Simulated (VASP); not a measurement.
Data:

```xyz
3
Lattice="1.5450 -2.6760 0.0000 1.5450 2.6760 0.0000 0.0000 0.0000 3.5200" Properties=species:S:1:pos:R:3 pbc="T T T"
Mg     0.0000     0.0000     0.0000
B      1.5450     0.8920     1.7600
B      1.5450    -0.8920     1.7600
```

Computed with PBE GGA, VASP's PBE PAW potentials (set 64) (plane waves; VASP). Run with 520 eV cut-off, 9×9×7 Γ-centred mesh, first-order Methfessel-Paxton smearing of 0.10 eV, potentials Mg B.

Q: Give the stress tensor in GPa (positive for a compressed cell).

A: 
```
-2.69   0.00   0.00
 0.00  -2.69   0.00
 0.00   0.00   0.37
```
The pressure is its mean diagonal, -1.67 GPa.

The compound is MgB2 in the AlB2 type structure. The cell was not relaxed at this level.
